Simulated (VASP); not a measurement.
Take CuI (zinc blende), with a static lattice, in VASP with PAW potentials, and its bulk modulus.

Question: One run gives 42.9 GPa. Which level is it?
(A) PBE-D3(BJ)
(B) LDA
(C) rev-vdW-DF2
(D) RPBE

Answer: C, rev-vdW-DF2.  The others give 46.6 (PBE-D3(BJ)), 56.2 (LDA), 30.9 (RPBE).

Only levels that ran to the end are used. Left out are those held back, those with too coarse a band path, GW runs whose mesh misses a band edge, hybrids' fits of cells that aren't cubic and levels without matching references; a question may draw on a part of the rest.

The compound is CuI in the zinc blende structure.
